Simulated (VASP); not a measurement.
All values below come from PBEsol GGA, VASP's PBE PAW potentials (set 64) (plane waves; VASP 6.6.1).

The input files of a VASP run:

### INCAR
```
SYSTEM = TlF
PREC = Accurate; ENCUT = 320; LREAL = .False.
LASPH = .True.
EDIFF = 1E-6; NELM = 100; ALGO = Normal
LMAXMIX = 4
ISMEAR = 0; SIGMA = 0.01
GGA = PS
ISIF = 2
LWAVE = .False.; LCHARG = .False.
```

File POSCAR:
```
TlF
1
    6.4544840000     0.0000000000     0.0000000000
    0.0000000000     2.7674120000     2.7974210000
    0.0000000000    -2.7674120000     2.7974210000
Tl F
2 2
Direct
  0.2535200000   0.4701800000   0.9701800000
  0.7464800000   0.9701800000   0.4701800000
  0.6474400000   0.4478200000   0.9478200000
  0.3525600000   0.9478200000   0.4478200000
```

File KPOINTS:
```
Automatic mesh
0
Gamma
2 2 2
0 0 0
```

POTCAR, in this order: Tl_d F (PBE.64 set). Program: vasp_std.

### Question
What will the output report for the number of irreducible k-points (NKPTS), largest plane-wave count, number of space-group operations, FFT grid (NGX, NGY, NGZ)?

### Answer

```
Property                                      Result
--------------------------------------  ------------
number of irreducible k-points (NKPTS)             6
largest plane-wave count                        1328
number of space-group operations                   4
FFT grid (NGX, NGY, NGZ)                40 × 24 × 24
```

The structure comes from a computed database's TlF entry; how it stands against other phases isn't given here. The cell was not relaxed at this level. The k-mesh is coarse (spacing up to 0.80 per Å, 2π included), so the numbers may not be converged in it. The run is one of a series of settings (ENCUT = 320, KPOINTS 2×2×2 Γ-centred mesh against the base run), some of them coarse on purpose.
